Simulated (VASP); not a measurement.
Input:

```yaml
crystal:
  lattice:
    - [-1.59502, 1.59502, 3.91174]
    - [1.59502, -1.59502, 3.91174]
    - [1.59502, 1.59502, -3.91174]
  atoms:
    - { symbol: Si, position: [0.66495, 0.66495, 0.00000] }
    - { symbol: Si, position: [0.33505, 0.33505, 0.00000] }
    - { symbol: Mo, position: [0.00000, 0.00000, 0.00000] }
```

Calculation: PBEsol GGA, VASP's PBE PAW potentials (set 64) (plane waves; VASP). Run with 480 eV cut-off, 12×12×12 Γ-centred mesh, first-order Methfessel-Paxton smearing of 0.10 eV, potentials Si Mo_sv.

Each relaxation starts from this cell; other phases were not tried.

### Question
The cell is relaxed at 2 GPa. What happens?

### Answer
The volume per atom goes from 13.27 to 13.17 Å³ (-0.8 %), and the cell becomes a = b = 3.181 Å, c = 7.807 Å, α = β = γ = 90.00°, space group I4/mmm.

### Question
The cell is relaxed at 20 GPa. What happens?

### Answer
The volume per atom goes from 13.27 to 12.30 Å³ (-7.3 %), and the cell becomes a = b = 3.1051 Å, c = 7.6546 Å, α = β = γ = 90.00°, space group I4/mmm.

Failed runs are left out, and for metals the shear rows, which the mesh's noise covers.

The compound is MoSi2 in the MoSi2 type structure.
